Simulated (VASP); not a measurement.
Method: PBE GGA, VASP's PBE PAW potentials (set 64) (plane waves; VASP 6.6.1).

VASP ran on this input.

File POSCAR:
```
SiC
1
    1.5468402487    -2.6792054805    -0.0000000000
    1.5468402487     2.6792054805     0.0000000000
    0.0000000000     0.0000000000    15.1806365072
Si C
6 6
Direct
  1.0000000000   0.0000000000   0.9998451735
  0.0000000000   0.0000000000   0.4998451735
  0.6666670000   0.3333330000   0.8330875846
  0.3333330000   0.6666670000   0.3330875846
  0.6666670000   0.3333330000   0.1665987264
  0.3333330000   0.6666670000   0.6665987264
  0.0000000000   1.0000000000   0.8744770976
  1.0000000000   0.0000000000   0.3744770976
  0.6666670000   0.3333330000   0.7080906946
  0.3333330000   0.6666670000   0.2080906946
  0.6666670000   0.3333330000   0.0416007234
  0.3333330000   0.6666670000   0.5416007234
```

### INCAR
```
# general
SYSTEM =SiC
PREC   =Accurate
ENCUT  =520
LREAL  =.FALSE.
LASPH  =.TRUE.
NBANDS =93

# electronic loop
EDIFF  =1E-7
NELM   =100
ALGO   =Normal

# smearing
ISMEAR =0
SIGMA  =0.01

# functional
GGA    =PE

# output
LWAVE  =.FALSE.
LCHARG =.FALSE.
NEDOS  =1001

# other
LOPTICS=.TRUE.
CSHIFT =0.1
```

KPOINTS:
```
Automatic mesh
0
Gamma
10 10 2
0 0 0
```

POTCAR, in this order: Si C (PBE.64 set). Program: vasp_std.

The run wrote:

**OSZICAR**
```
       N       E                     dE             d eps       ncg     rms          rms(c)
DAV:   1     0.895249320430E+02    0.89525E+02   -0.18093E+04  5208   0.461E+02
DAV:   2    -0.942305329241E+02   -0.18376E+03   -0.17347E+03  6304   0.121E+02
DAV:   3    -0.101242986918E+03   -0.70125E+01   -0.68887E+01  6288   0.191E+01
DAV:   4    -0.101277908675E+03   -0.34922E-01   -0.34910E-01  6200   0.151E+00
DAV:   5    -0.101278037470E+03   -0.12880E-03   -0.12879E-03  6184   0.956E-02    0.213E+01
DAV:   6    -0.905981557305E+02    0.10680E+02   -0.44465E+00  5819   0.802E+00    0.906E+00
DAV:   7    -0.904215073186E+02    0.17665E+00   -0.26143E+00  6360   0.353E+00    0.433E+00
DAV:   8    -0.903754585488E+02    0.46049E-01   -0.50867E-02  5960   0.673E-01    0.118E+00
DAV:   9    -0.903722537180E+02    0.32048E-02   -0.10985E-02  5952   0.287E-01    0.196E-01
DAV:  10    -0.903732230134E+02   -0.96930E-03   -0.20928E-03  5776   0.995E-02    0.879E-02
DAV:  11    -0.903732679446E+02   -0.44931E-04   -0.47955E-05  6224   0.182E-02    0.339E-02
DAV:  12    -0.903732699475E+02   -0.20028E-05   -0.59318E-06  6152   0.615E-03    0.123E-02
DAV:  13    -0.903732719021E+02   -0.19546E-05   -0.24720E-06  6008   0.416E-03    0.520E-03
DAV:  14    -0.903732718041E+02    0.98062E-07   -0.18041E-07  5816   0.913E-04
   1 F= -.90373272E+02 E0= -.90373272E+02  d E =-.234423E-25
 imaginary and real dielectric function
```

**OUTCAR**
```
------------------------ aborting loop because EDIFF is reached ----------------------------------------
  FORCE on cell =-STRESS in cart. coord.  units (eV):
  Direction    XX          YY          ZZ          XY          YZ          ZX
  --------------------------------------------------------------------------------------
  Total        0.1793926      0.1793925      0.1530578      0.0000000      0.0000000      0.0000000
  in kB        2.2842495      2.2842488      1.9489229      0.0000000      0.0000000      0.0000000
  external PRESSURE =       2.1724738 kB  Pullay stress =       0.0000000 kB
  volume of cell :      125.83
      direct lattice vectors                 reciprocal lattice vectors
     1.546840249 -2.679205480  0.000000000     0.323239585 -0.186622491  0.000000000
     1.546840249  2.679205480  0.000000000     0.323239585  0.186622491  0.000000000
     0.000000000  0.000000000 15.180636507     0.000000000  0.000000000  0.065873391
  FREE ENERGIE OF THE ION-ELECTRON SYSTEM (eV)
  ---------------------------------------------------
  free  energy   TOTEN  =       -90.3732718041 eV

  energy  without entropy=      -90.3732718041  energy(sigma->0) =      -90.37327180

 plasma frequency squared (from intraband transitions) (eV^2)
  --------------------------------------------------------------------------------------
       0.000      -0.000       0.000
      -0.000       0.000       0.000
       0.000       0.000       0.000

 plasma frequency squared (from interband transitions, int dw w eps(2)(w)) (eV^2)
  --------------------------------------------------------------------------------------
     443.757       0.000       0.000      -0.000      -0.000       0.000
       0.000       0.000     443.757       0.000       0.000      -0.000
      -0.000      -0.000       0.000       0.000     443.820       0.000
```
(Selected blocks of OUTCAR.)

The compound is SiC in the 6h structure. It was relaxed first.
